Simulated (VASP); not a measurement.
**Pt3Ti: energy against volume**

Pt3Ti (L1_2, Pm-3m, 15.353 Å³/atom and stress up to 0.12 GPa in the relaxed cell, cube axes along x, y and z) under an equal strain ε along all three axes. PBE in VASP (plane waves, PAW), 480 eV, 12×12×12 Γ-centred mesh, Methfessel-Paxton smearing 0.10 eV; ions are relaxed, or left where forces stay under 0.02 eV/Å, within the symmetry of each cell.

Here V stands for volume and E for E less E0.

| volume (Å³/atom) | E less E0 (meV/atom) | pressure (GPa) |
|---|---|---|
| 14.0118 | ? | ? |
| 14.4497 | 45.64 | 16.86 |
| 14.6720 | 25.39 | 12.16 |
| 14.8966 | 11.27 | 7.82 |
| 15.1234 | 2.93 | 3.82 |
| 15.3525 | 0.00 | 0.12 |
| 15.5840 | 2.18 | -3.29 |
| 15.8177 | 9.16 | -6.43 |
| 16.0538 | 20.63 | -9.31 |
| 16.2922 | 36.34 | -11.95 |

Q: Fit E against V with the third-order Birch-Murnaghan form, a cubic in V^(-2/3), and predict the withheld value at V = 14.0118.

A: With u = V^(-2/3) - 0.162, the rows have u = 0.006562, 0.004855, 0.003174, 0.001519, -0.000112, -0.001719, -0.003302, -0.004862, -0.006399. Least squares gives E = 0.038 + 415.7·u + 973336·u² + 3409010·u³. Residuals (row less fit): -0.001, 0.001, -0.002, 0.003, -0.004, -0.002, 0.005, -0.004, 0.000; standard error 0.004 (degrees of freedom: 5). Its minimum lies at u = -0.000214, so V0 = (0.161786)^(-3/2) = 15.37. There d²E/du² = 1942000 and d³E/du³ = 2.045e7, so B0 = (4/9) × 15.37^(-7/3) × 1942000 × 0.160218 = 236 GPa (the last factor turns the table's units into GPa), and B0' = 4 + (2/3) × 0.161786 × (2.045e7)/1942000 = 5.1. B0' rests on the cubic coefficient alone and has a standard error of 0.1 from these residuals. At the withheld row, u = 0.010056, so E = 0.038 + 415.7 × 0.010056 + 973336 × 0.010056² + 3409010 × 0.010056³ = 106.112 meV/atom. The calculation gives 106.02 meV/atom, 0.092 meV/atom below the prediction (0.1 % of the range of E in the table). The row lies outside the fitted rows, so this is an extrapolation. The scatter of the fitted rows lies at the last printed digit.

In a metal these values are sensitive to mesh and smearing; energies are taken to zero smearing, stresses follow the free energy. The runs aren't spin-polarised. Spin-orbit coupling is left out, which can shift these values for the heavy elements here. Other structures, which can take over under pressure, weren't tried. The same form fitted to the pressure column gives B0' = 5.1; series where the two differ by over 0.4 aren't shown. Rows are the converged runs of the series near zero and its far end, less any whose ions stayed unrelaxed beside relaxed ones; series whose fitted rows scatter by over a few per cent of the range, as at a crossing or softening among them, aren't shown in this form.
